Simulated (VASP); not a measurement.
Given:

```yaml
crystal:
  lattice:
    - [3.41966, -5.83395, 0.00000]
    - [1.67126, 2.89471, 0.00000]
    - [0.00000, 0.00000, 5.40922]
  atoms:
    - { symbol: In, position: [0.34362, 0.34362, 0.49828] }
    - { symbol: In, position: [0.15638, 0.65638, 0.99828] }
    - { symbol: N, position: [0.35704, 0.35703, 0.89363] }
    - { symbol: N, position: [0.14296, 0.64297, 0.39363] }
    - { symbol: N, position: [0.80974, 0.30974, 0.86391] }
    - { symbol: N, position: [0.69026, 0.69026, 0.36391] }
    - { symbol: Ga, position: [0.82957, 0.32957, 0.49818] }
    - { symbol: Ga, position: [0.67043, 0.67043, 0.99818] }
```

All values below come from PBEsol GGA, VASP's PBE PAW potentials (set 64) (plane waves; VASP). Numerical set-up: 520 eV cut-off, Gaussian smearing of 0.050 eV, potentials In_d N Ga_d.

Unless said otherwise, spin-orbit coupling is left out, though it shifts the bands of the heavy elements here.

**Question.** Give the energies of bands 27 to 40 at the high-symmetry points, in eV from the valence-band maximum.

**Answer.** 
```json
[
 {"band": "27", "Γ": "-5.17", "X": "-4.82", "S": "-4.89", "Y": "-4.04", "Z": "-3.84", "U": "-5.12", "R": "-5.72", "T": "-4.27"},
 {"band": "28", "Γ": "-3.93", "X": "-4.82", "S": "-4.89", "Y": "-3.80", "Z": "-3.84", "U": "-5.12", "R": "-5.72", "T": "-4.27"},
 {"band": "29", "Γ": "-2.79", "X": "-3.83", "S": "-4.01", "Y": "-3.13", "Z": "-2.05", "U": "-3.40", "R": "-2.31", "T": "-2.51"},
 {"band": "30", "Γ": "-2.17", "X": "-3.83", "S": "-4.01", "Y": "-2.82", "Z": "-2.05", "U": "-3.40", "R": "-2.31", "T": "-2.51"},
 {"band": "31", "Γ": "-1.19", "X": "-3.68", "S": "-2.72", "Y": "-2.40", "Z": "-1.78", "U": "-3.15", "R": "-2.09", "T": "-1.74"},
 {"band": "32", "Γ": "-1.15", "X": "-3.68", "S": "-2.72", "Y": "-1.46", "Z": "-1.78", "U": "-3.15", "R": "-2.09", "T": "-1.74"},
 {"band": "33", "Γ": "-0.89", "X": "-2.06", "S": "-2.05", "Y": "-0.95", "Z": "-0.77", "U": "-1.96", "R": "-1.71", "T": "-1.46"},
 {"band": "34", "Γ": "-0.26", "X": "-2.06", "S": "-2.05", "Y": "-0.88", "Z": "-0.77", "U": "-1.96", "R": "-1.71", "T": "-1.46"},
 {"band": "35", "Γ": "-0.25", "X": "-1.85", "S": "-1.06", "Y": "-0.79", "Z": "-0.44", "U": "-1.18", "R": "-1.49", "T": "-0.84"},
 {"band": "36", "Γ": "0.00", "X": "-1.85", "S": "-1.06", "Y": "-0.22", "Z": "-0.44", "U": "-1.18", "R": "-1.49", "T": "-0.84"},
 {"band": "37", "Γ": "0.42", "X": "4.93", "S": "4.10", "Y": "2.81", "Z": "2.83", "U": "4.76", "R": "3.27", "T": "3.81"},
 {"band": "38", "Γ": "2.87", "X": "4.93", "S": "4.10", "Y": "2.96", "Z": "2.83", "U": "4.76", "R": "3.27", "T": "3.81"},
 {"band": "39", "Γ": "4.41", "X": "5.47", "S": "4.32", "Y": "4.57", "Z": "3.78", "U": "4.95", "R": "3.92", "T": "4.29"},
 {"band": "40", "Γ": "4.86", "X": "5.47", "S": "4.32", "Y": "4.95", "Z": "3.78", "U": "4.95", "R": "3.92", "T": "4.29"}
]
```

The gap is direct, 0.42 eV, from the valence maximum at Γ to the conduction minimum at Γ.

The structure was generated: Ga2In2N4 was put into an ordered model structure (Pmn2_1), which need not be its known phase. It was relaxed first.
